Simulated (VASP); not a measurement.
The system is Sn2HBr3.

```xyz
6
Lattice="6.1527 0.0000 0.0000 -3.0763 5.3284 0.0000 0.0000 0.0000 4.9984" Properties=species:S:1:pos:R:3 pbc="T T T"
Sn    0.0000    3.5523    0.0000
Sn    3.0763    1.7761    0.0000
H     0.0000    0.0000    0.0000
Br    3.0763    0.0000    2.4992
Br    1.5382    2.6642    2.4992
Br   -1.5382    2.6642    2.4992
```

The cell was built by a generator and needn't be a form met in nature.

| Property | Result |
| --- | --- |
| Program | VASP 6.6.1 |
| Task | relaxation of cell and atoms |
| Functional | PBE |
| Potentials or basis | VASP PAW PBE potentials, release 64 (Sn_d, H, Br) |
| Cutoff | 520 eV |
| k mesh | 3 × 3 × 3 |
| Occupations | gaussian, width 0.15 eV |
| Spin | no spin polarisation |

At the start: pressure 4.3 GPa; volume 27.31 Å³/atom.

Q: Where does the relaxation end?

A: Over 12 steps the energy falls by 276.1 meV/atom and the volume is 34.38 Å³/atom (+25.9 %); space group P6/mmm (No. 191, to 0.05 Å).

The path:
```
step  energy change (eV)  largest force (eV/Å)  pressure (GPa)  volume (Å³)
   1              0.0000                0.0000            4.33       163.87
   2             -0.4819                0.0000            1.08       181.88
   3             -0.8214                0.0000           -2.27       214.19
   4             -1.1246                0.0000           -2.38       220.36
   5             -1.3647                0.0000           -2.15       227.77
   6             -1.4361                0.0000           -2.01       239.92
   7             -1.4575                0.0000           -2.27       235.42
   8             -1.4397                0.0000           -2.45       232.29
   9             -1.5937                0.0000           -1.34       219.75
  10             -1.6052                0.0000            1.45       196.05
  11             -1.6564                0.0000           -0.11       207.29
  12             -1.6565                0.0000            0.22       206.28
```

Final structure:
```
Sn H Br
1.0
     7.39214    0.00000    0.00000
    -3.69607    6.40178    0.00000
     0.00000    0.00000    4.35898
Sn H Br
2 1 3
Direct
  0.33333 0.66667 0.00000
  0.66667 0.33333 0.00000
  0.00000 0.00000 0.00000
  0.50000 0.00000 0.50000
  0.50000 0.50000 0.50000
  0.00000 0.50000 0.50000
```

Caveat: the k mesh is coarse (spacing up to 0.42 Å⁻¹), so the values aren't converged; the volume moved by over 15 % at a fixed basis, so the end points are rough.
